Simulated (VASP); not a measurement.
```xyz
5
Lattice="3.7198 0.0000 0.0000 0.0000 3.7198 0.0000 0.0000 0.0000 3.7198" Properties=species:S:1:pos:R:3 pbc="T T T"
K      0.0000     0.0000     0.0000
Mg     1.8599     1.8599     1.8599
F      1.8599     0.0000     1.8599
F      0.0000     1.8599     1.8599
F      1.8599     1.8599     0.0000
```

All values below come from PBE GGA, VASP's PBE PAW potentials (set 64) (plane waves; VASP 6.6.1). Run with 620 eV cut-off, 6×6×6 Γ-centred mesh, Gaussian smearing of 0.050 eV, potentials K_sv Mg F.

Energy and stress use the plane-wave basis of the starting cell.

The ions, cell shape and volume at an external pressure of 45.0 GPa are relaxed. Which structure does the run end with?

```xyz
5
Lattice="3.6354 0.0000 0.0000 0.0000 3.6354 0.0000 0.0000 0.0000 3.6354" Properties=species:S:1:pos:R:3 pbc="T T T"
K      0.0000     0.0000     0.0000
Mg     1.8177     1.8177     1.8177
F      1.8177     0.0000     1.8177
F      0.0000     1.8177     1.8177
F      1.8177     1.8177     0.0000
```
Space group Pm-3m (221), at a tolerance of 0.03 Å.

How do energy and volume change from the first to the last step?

The energy (σ→0) changes by +158.1 meV/atom and the volume by -6.7 %, in 3 ionic steps.

```tsv
step	E(σ→0) (eV)	max force (eV/Å)	pressure (GPa)	volume (Å³)
1	-23.3239	0.000	29.95	51.47
2	-21.3607	0.000	65.52	44.60
3	-22.5332	0.000	44.76	48.04
```

The compound is KMgF3 in the cubic perovskite structure. This run relaxes it under an external pressure of 45 GPa. Symmetry was kept, so distortions that lower it aren't found.
